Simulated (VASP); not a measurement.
Input of a VASP 6.6.1 run:

File INCAR:

```
SYSTEM = Ta
PREC = Accurate
ENCUT = 600
EDIFF = 1E-6
ISMEAR = -1
SIGMA = 0.05
LREAL = .FALSE.
LASPH = .TRUE.
NELM = 80
ALGO = Fast
ISIF = 3
LWAVE = .FALSE.
LCHARG = .FALSE.
GGA = PE
IBRION = 2
NSW = 40
EDIFFG = -0.005
PSTRESS = 208.0
```

Contents of KPOINTS:

```
Automatic mesh
0
G
  23 23 23
  0 0 0
```

POSCAR

```
Ta
1.0
   -1.6515000000      1.6515000000      1.6515000000
    1.6515000000     -1.6515000000      1.6515000000
    1.6515000000      1.6515000000     -1.6515000000
Ta
1
Direct
    0.0000000000      0.0000000000      0.0000000000
```

Potentials or basis: VASP PAW PBE potentials, release 64 (Ta_pv).

Command:

```console
$ cat potpaw_PBE.64/Ta_pv/POTCAR > POTCAR
$ mpirun -np 1 vasp_std > vasp.out
```

(1) Predict the band gap on the k mesh.

(2) Estimate the relaxed cell.

Results:

(1) none (metal or under the smearing width).

(2) a = 2.791 Å, b = 2.791 Å, c = 2.791 Å, α = 109.47°, β = 109.47°, γ = 109.47°.
